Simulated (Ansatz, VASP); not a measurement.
# WS2 (Tungstenite) in two plane-wave programs, part 2 of 2

Aim: how closely do two programs agree when they are given the same cell, functional and k mesh? The cell is taken from a series of runs on this material, whose earlier steps may have relaxed, scaled, displaced or heated it; both programs get it as it stands.

VASP 6.6.1 and Ansatz 0.2.0.

So far. Step 2 (VASP: single point, PBE, spin-orbit coupling): The run ends at a pressure of 1.61 GPa, with forces up to 0.069 eV/Å.

### Step 3. Ansatz: single point, PBE, spin-orbit coupling

Level of this step: Ansatz beside VASP: Kohn-Sham DFT, plane waves, PBE, spin-orbit coupling (Ansatz).

Ansatz runs on its fully relativistic PAW (standard-fr) files.

The same cell, functional, mesh and smearing now go to Ansatz, which takes its cutoff from its data sets.

input.yaml reads:

```yaml
crystal:
  lattice:
    - [3.18, 0.0, 0.0]
    - [-1.59, 2.753960784, 0.0]
    - [0.0, 0.0, 12.5]
  atoms:
    - { symbol: W, position: [0.3333333333, 0.6666666667, 0.25] }
    - { symbol: W, position: [0.6666666667, 0.3333333333, 0.75] }
    - { symbol: S, position: [0.3333333333, 0.6666666667, 0.625] }
    - { symbol: S, position: [0.6666666667, 0.3333333333, 0.125] }
    - { symbol: S, position: [0.3333333333, 0.6666666667, 0.875] }
    - { symbol: S, position: [0.6666666667, 0.3333333333, 0.375] }
kpoints:
  mp_grid: { grid: [12, 12, 2] }
  band_path:
    path:
      - [0.0, 0.0, 0.0]
      - [0.5, 0.0, 0.0]
      - [0.33333333, 0.33333333, 0.0]
      - [0.0, 0.0, 0.5]
      - [0.5, 0.0, 0.5]
      - [0.33333333, 0.33333333, 0.5]
      - [0.1666666667, 0.1666666667, 0.0]
    npoints: 1
hamiltonian:
  xc: pbe
scf:
  occupations: { method: fermi_dirac, width: 0.02 }
  n_extra_bands: 12
magnetization:
  noncollinear: true
  spin_orbit: true
output:
  eigenvalues: true
  forces: true
  stress: true
```

Launch:

```console
ansatz run input.yaml --threads 3 --pin off --max-ram 64512MiB --backend cuda --devices 1 --max-vram 24GiB --events-out ev --progress --plain --runs-dir out
```

Numbers of over 12 decimals in the logs are rounded to 6 here.

The program printed:

```text
scf.n_extra_bands = 12 over 52 filled bands (N_el = 52.0): the run solves 64 bands
GPUs: using 1 of 1 available (devices: 1).
Engine: ansatz 0.2.0, x86_64-unknown-linux-gnu
Pseudopotentials: kind: paw_fr
Pseudopotential: W, paw_fr, valence charge 14, recommended cutoff 420 eV (normal), W.paw.azcp#standard-fr
Pseudopotential: S, paw_fr, valence charge 6, recommended cutoff 420 eV (normal), S.paw.azcp#standard-fr
Functional definition: PBE
  parameter kappa = 0.804
  parameter beta = 0.066725
  exchange = pbe_x(kappa = kappa, mu = beta*pi^2/3)
  correlation = pbe_c(beta = beta)
non-collinear run that drives no moment, with spin-orbit: no starting moment large enough to seed its density (crystal.atoms[].spin), no starting occupations that ask for one, no magnetisation constraint and no magnetic field, so the semilocal B_xc is pinned to zero
device memory: the entry about to start is reckoned to put 5.9 GiB on a device that reports 60.4 GiB free (of which the cap on the GPU budget leaves the run 24.0 GiB)
GPU FFT provider: cuFFT
GPU libraries: cuBLAS 13.8.2, cuFFT 12.4.0, cuSOLVER 12.3.4
Crystal: 6 atoms, lattice volume = 109.470 Å³
Basis set: ecut = 420 eV, 2129 PW (Γ), exchange–correlation on 48×48×180 points (8 copies of the dense FFT grid, shifted against one another)
Bands: 64, of which v1, the nominal top of the filled ones, is band 52 counted from 1 (51 counted from 0)
Symmetry: 24 space group operations + 24 with time reversal
Magnetic group: BNS 194.264 (UNI 1494), of the structure as read, at distance tolerance 4.8e-5 Å
k-points: 38 of 288
Projection manifold: j_resolved (fully-relativistic pseudo-atomic orbitals)
Non-local potential: W, projectors of the file, l = 0: 3, l = 1: 4, l = 2: 4, l = 3: 2
Non-local potential: S, projectors of the file, l = 0: 2, l = 1: 4, l = 2: 4
PAW form: soft (Blöchl's): semilocal exchange-correlation on the pseudo side does not see the compensation charge
PAW one-centre angular grid: W, 590 points (default); XC on 64 Gauss nodes
PAW one-centre angular grid: S, 110 points (default); XC on 64 Gauss nodes
Initial density: superposition of atomic densities (chi_scale 0.1, normalization cell, long waves kept (reshape's long-wave potential 0.03 eV rms))
Initial wavefunctions: pseudopotential atomic-orbital guess
GPU buffer pool allocated for 51840 grid points (all kernels)
GPU transforms: local potential and band sums: pruned to the plane-wave sphere, on 24×24×90
Functional: x = pbe(κ = 0.804, μ = 0.219515), c = pbe(β = 0.066725)
SCF iter   1: F=—  HF=-24432.774339 eV  |F-HF|=—  |Δ(HF+E_count)|=         —  Δρ=4.07e-2  dr2=2.75e0  dr2_m=0.00e0 (ungated)  ethr=3.10e-3  |M|=0.00e0 ∫|m|=0.00e0 μB  |m|>n=0.0e0 m-floor=0.0e0 τ_xc=0.0e0  β_m=0.30  ⟨swp⟩=6.2  Hψ=5880  notcnv=0
preconditioner: auto → Resta (q_TF=auto, 2.410 Å⁻¹)  ε∞=7.2  [insulator: Δε(μ)=0.813 eV  Ē_g=8.537 eV  σ=0.020 eV  W_gap=1.00  n_scr=26 (ndim 8)  ℏωp=21.3 eV  f_vac=0.004  D(μ)=0.00/eV (n_scr^D=0)  ε∞_Penn≈7.2]
spin=Noncollinear: Resta preconditioning applied to the charge; magnetization (m_x, m_y, m_z) channels mix plain (no charge-response kernel on spin).
SCF iter   2: F=—  HF=-24432.402621 eV  |F-HF|=—  |Δ(HF+E_count)|=   3.72e-1  Δρ=2.99e-2  dr2=1.55e0  dr2_m=0.00e0 (ungated)  ethr=3.10e-3  |M|=0.00e0 ∫|m|=0.00e0 μB  |m|>n=0.0e0 m-floor=0.0e0 τ_xc=0.0e0  β_m=0.65  ⟨swp⟩=1.0  Hψ=1406  notcnv=0  defer=6
SCF iter   3: F=—  HF=-24432.011840 eV  |F-HF|=—  |Δ(HF+E_count)|=   3.91e-1  Δρ=5.91e-3  dr2=5.26e-2  dr2_m=0.00e0 (ungated)  ethr=2.98e-3  |M|=0.00e0 ∫|m|=0.00e0 μB  |m|>n=0.0e0 m-floor=0.0e0 τ_xc=0.0e0  β_m=0.70  ⟨swp⟩=2.6  Hψ=1858  notcnv=0  defer=22
SCF iter   4: F=—  HF=-24432.009307 eV  |F-HF|=—  |Δ(HF+E_count)|=   2.53e-3  Δρ=2.57e-3  dr2=1.42e-2  dr2_m=0.00e0 (ungated)  ethr=1.01e-4  |M|=0.00e0 ∫|m|=0.00e0 μB  |m|>n=0.0e0 m-floor=0.0e0 τ_xc=0.0e0  β_m=0.85  ⟨swp⟩=2.3  Hψ=1949  notcnv=0  defer=212
SCF iter   5: F=—  HF=-24432.011223 eV  |F-HF|=—  |Δ(HF+E_count)|=   1.92e-3  Δρ=9.50e-4  dr2=2.81e-3  dr2_m=0.00e0 (ungated)  ethr=2.74e-5  |M|=0.00e0 ∫|m|=0.00e0 μB  |m|>n=0.0e0 m-floor=0.0e0 τ_xc=0.0e0  β_m=0.93  ⟨swp⟩=2.4  Hψ=1779  notcnv=0  defer=212
SCF iter   6: F=—  HF=-24432.011886 eV  |F-HF|=—  |Δ(HF+E_count)|=   6.63e-4  Δρ=2.37e-4  dr2=1.92e-4  dr2_m=0.00e0 (ungated)  ethr=5.41e-6  |M|=0.00e0 ∫|m|=0.00e0 μB  |m|>n=0.0e0 m-floor=0.0e0 τ_xc=0.0e0  β_m=0.96  ⟨swp⟩=2.0  Hψ=1640  notcnv=0  defer=212
SCF iter   7: F=—  HF=-24432.012075 eV  |F-HF|=—  |Δ(HF+E_count)|=   1.89e-4  Δρ=5.16e-5  dr2=5.89e-6  dr2_m=0.00e0 (ungated)  ethr=3.69e-7  |M|=0.00e0 ∫|m|=0.00e0 μB  |m|>n=0.0e0 m-floor=0.0e0 τ_xc=0.0e0  β_m=0.98  ⟨swp⟩=2.0  Hψ=1681  notcnv=0  defer=212
SCF iter   8: F=—  HF=-24432.011984 eV  |F-HF|=—  |Δ(HF+E_count)|=   9.08e-5  Δρ=8.28e-6  dr2=1.03e-7  dr2_m=0.00e0 (ungated)  ethr=1.13e-8  |M|=0.00e0 ∫|m|=0.00e0 μB  |m|>n=0.0e0 m-floor=0.0e0 τ_xc=0.0e0  β_m=0.99  ⟨swp⟩=2.0  Hψ=1794  notcnv=0  defer=212
SCF iter   9: F=-24432.011984 eV  HF=-24432.011984 eV  |F-HF|=1.26e-9  |Δ(HF+E_count)|=   3.05e-7  Δρ=1.64e-6  dr2=3.81e-9  dr2_m=0.00e0 (ungated)  ethr=1.92e-10  |M|=0.00e0 ∫|m|=0.00e0 μB  |m|>n=0.0e0 m-floor=0.0e0 τ_xc=0.0e0  ⟨swp⟩=11.7  Hψ=5590  notcnv=0
SCF 1 converged in 9 iterations: F = -24432.011984 eV  dr2 = 3.81e-9
  greatest PAW one-centre occupation: 1.000 electrons in one spin orbital (limit 2), on the W atom at site 1 (counted from 0), in its partial waves of l = 0
device memory: the entry about to start is reckoned to put 3.9 GiB on a device that reports 60.4 GiB free (of which the cap on the GPU budget leaves the run 24.0 GiB)
NSCF: frozen V_eff on 7 k-points
SCF converged after 9 iterations
Magnetization: |M| = 0.0000 μB,  M = (+0.0000, +0.0000, +0.0000) μB
Absolute magnetization: 0.0000 μB (∫|m|)
  site 0: m = (+0.0000, +0.0000, +0.0000) μB, |m| = 0.0000 μB  (R = 0.99 Å)
  site 1: m = (+0.0000, +0.0000, +0.0000) μB, |m| = 0.0000 μB  (R = 0.99 Å)
  site 2: m = (+0.0000, +0.0000, +0.0000) μB, |m| = 0.0000 μB  (R = 0.99 Å)
  site 3: m = (+0.0000, +0.0000, +0.0000) μB, |m| = 0.0000 μB  (R = 0.99 Å)
  site 4: m = (+0.0000, +0.0000, +0.0000) μB, |m| = 0.0000 μB  (R = 0.99 Å)
  site 5: m = (+0.0000, +0.0000, +0.0000) μB, |m| = 0.0000 μB  (R = 0.99 Å)
Free energy (F): -24432.011984 eV
Harris-Foulkes:  -24432.011984 eV  (|F-HF|=1.26e-9)
Internal energy: -24432.011984 eV  (E = F + TS)
E sigma→0 (E₀):  -24432.011984 eV
Fermi energy:    11.765616 eV
--- Per-component energies (eV) ---
  E_band       = -401.924156
  E_kinetic    = 1332.634440
  E_local      = -3638.905823  (includes V_loc(G=0)·N_el)
  E_nonlocal   = 104.980053
  E_hartree    = 1448.497845
  E_xc         = -923.901288
  E_vxc        = -830.133515  (∫ρ·V_xc dr)
  E_paw        = -19567.553972  (= ΣΔE_a)
  E_vpaw       = -267.498162  (= ΣTr[D̂ρ^β])
  E_aug_tail   = -0.000122  (compensation charges beyond the density's cutoff)
  E_ewald      = -3187.763116
  E_smearing   = -0.000000  (= −TS)
  E_closure    = -0.000000  (closes the sum)
  Σ components = -24432.011984   (vs F -24432.011984, Δ=0.00e0)
--- Forces (eV/Å), atoms counted from 1 ---
  atom   1  W      0.00000000     0.00000000    -0.00000000
  atom   2  W      0.00000000    -0.00000000     0.00000000
  atom   3  S      0.00000000     0.00000000    -0.12644858
  atom   4  S     -0.00000000    -0.00000000    -0.12644858
  atom   5  S      0.00000000     0.00000000     0.12644858
  atom   6  S     -0.00000000    -0.00000000     0.12644858
  max |Σ_I F_I| component: 5.78e-19 eV/Å
--- Stress (GPa, compression-positive) ---
        1.592639       0.000000       0.000000
        0.000000       1.592639       0.000000
        0.000000       0.000000       3.470613
  P = ⅓ Tr σ = 2.2186 GPa (22.186 kbar)
--- Band table (eV; the first three rows and the last of 38) ---
  k-point 0: bands = [... 48 lower, 10.2112, 10.2112, 11.2854, 11.2854, 13.4316, 13.4316, 13.4358, 13.4358, ... 8 higher]
  k-point 1: bands = [... 48 lower, 10.9816, 10.9816, 10.9816, 10.9816, 13.4376, 13.4376, 13.4376, 13.4376, ... 8 higher]
  k-point 2: bands = [... 48 lower, 10.2099, 10.2099, 11.0676, 11.0676, 13.2910, 13.2910, 13.3390, 13.3390, ... 8 higher]
  k-point 37: bands = [... 48 lower, 10.4026, 10.4026, 10.8283, 10.8283, 12.4035, 12.4035, 12.4325, 12.4325, ... 8 higher]
```

### Step 4. Comparison

Known differences besides the potentials themselves: spin-orbit coupling enters by fully relativistic files in Ansatz and inside the spheres in VASP; the data sets hold 52 valence electrons in Ansatz (on its fully relativistic PAW (standard-fr) files) and 36 in VASP; the cutoff is 420 eV in Ansatz and 600 eV in VASP. Total energies have different zeros and are not compared.

Compared:

```
              quantity  Ansatz   VASP  difference
        pressure (GPa)    2.22   1.61       +0.61
gap on the k mesh (eV)   0.996  1.019      -0.023
```

Forces (eV/Å; atoms numbered as in POSCAR):

```
atom        Ansatz x, y, z          VASP x, y, z
  W1   0.000, 0.000, 0.000   0.000, 0.000, 0.000
  W2   0.000, 0.000, 0.000   0.000, 0.000, 0.000
  S3  0.000, 0.000, -0.126  0.000, 0.000, -0.069
  S4  0.000, 0.000, -0.126  0.000, 0.000, -0.069
  S5   0.000, 0.000, 0.126   0.000, 0.000, 0.069
  S6   0.000, 0.000, 0.126   0.000, 0.000, 0.069
```

The forces differ by 27 meV/Å r.m.s., which is 83.0 % of the r.m.s. force of 0.033 eV/Å (both taken over all components). A gap on the mesh is an upper bound, since the band edges may lie between its points.

### Step 5. What the set-up changes

Further runs change the set-up of one program: Ansatz's method, potentials or start, or VASP's data sets, cutoff or form of LDA. The table gives Ansatz less VASP for each quantity, since a change that brings one quantity closer may part another.

```
                                                      run  r.m.s. force difference (meV/Å)  pressure (GPa)  gap on the k mesh (eV)
                                                 as above                               27            0.61                  -0.023
VASP with the data sets W_sv and S and a cutoff of 500 eV                               15           -0.27                  -0.017
```

### Step 6. What came out

```
r.m.s. force difference (single point, PBE, spin-orbit coupling) : 27 meV/Å
difference in pressure (single point, PBE, spin-orbit coupling)  : 0.61 GPa
```

In words: The r.m.s. force difference is 27 meV/Å (single point, PBE, spin-orbit coupling), beyond the 12 meV/Å picked in this series as the mark of a large difference. The data sets hold unlike numbers of valence electrons (52 in Ansatz and 36 in VASP), so part of the differences comes from the potentials. Single point, PBE, spin-orbit coupling, VASP with the data sets W_sv and S and a cutoff of 500 eV: r.m.s. force difference goes from 27 to 15 meV/Å; the difference in pressure goes from 0.61 to -0.27 GPa; the difference in gap on the k mesh goes from -0.023 to -0.017 eV. Such differences can come from data sets, numerical settings and the points named under the comparisons, not from the functional's error against experiment.

[Lines on the potential files, build, host, timing and source positions are cut from VASP's logs without a mark.]

[Logs are printed without paths, hosts, clocks, repeated set-up lines and the standing remarks that a program may print on its own settings, such as how far it seeks lower states.]

[Hosts, paths, dates, database ids (printed as entryN), source tags and the programs' standing remarks are cut or masked in the printed files.]
